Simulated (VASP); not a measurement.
VASP ran on this input.

INCAR:
```
SYSTEM = PbO
PREC = Accurate; ENCUT = 620; LREAL = .FALSE.
LASPH = .TRUE.
EDIFF = 1E-6; NELM = 100; ALGO = Normal
LMAXMIX = 4
ISMEAR = 0; SIGMA = 0.05
GGA = PS
IBRION = 2; NSW = 40; ISIF = 3
EDIFFG = -0.02; PSTRESS = 50
LWAVE = .FALSE.; LCHARG = .FALSE.
```

File KPOINTS:
```
Automatic
0
Gamma
 8 8 8
```

**POSCAR**
```
PbO
1.0
  0.0000000000   2.7857997335   2.7857997335
  2.7857997335   0.0000000000   2.7857997335
  2.7857997335   2.7857997335   0.0000000000
Pb O
1 1
Cart
  0.0000000000   0.0000000000   0.0000000000
  1.3928998668   1.3928998668   1.3928998668
```

POTCAR, in this order: Pb_d O (PBE.64 set). Program: vasp_std.

Task: Translate this PBEsol calculation to Quantum ESPRESSO's pw.x.

Result: One equivalent input (not run):
```
&CONTROL
  calculation = 'vc-relax'
  pseudo_dir = './pseudo'
  outdir = './out'
  tprnfor = .true.
  tstress = .true.
  nstep = 40
  forc_conv_thr = 0.00078
/
&SYSTEM
  ibrav = 0
  nat = 2
  ntyp = 2
  ecutwfc = 84
  occupations = 'smearing'
  smearing = 'gaussian'
  degauss = 0.003675
  input_dft = 'pbesol'
/
&ELECTRONS
  conv_thr = 7.3e-08
  electron_maxstep = 100
/
&IONS
/
&CELL
  press = 50
/
ATOMIC_SPECIES
  Pb 207.200 Pb.upf
  O 15.999 O.upf
CELL_PARAMETERS angstrom
     0.0000000    2.7857997    2.7857997
     2.7857997    0.0000000    2.7857997
     2.7857997    2.7857997    0.0000000
ATOMIC_POSITIONS crystal
  Pb   0.0000000  0.0000000  0.0000000
  O    0.2500000  0.2500000  0.2500000
K_POINTS automatic
  8 8 8 0 0 0
```
The two are equivalent in intent, not identical: the potentials are each code's own (VASP's PAW set, PseudoDojo norm-conserving files in pw.x), so ENCUT and ecutwfc are chosen apart and not converted; conv_thr bounds pw.x's estimated SCF error, while EDIFF bounds the energy change between steps; forc_conv_thr acts on force components and is met together with etot_conv_thr.

The structure was generated: PbO was put into the zinc blende type (F-43m), which need not be its known phase. This run relaxes it under an external pressure of 5 GPa. Symmetry was kept, so distortions that lower it aren't found.
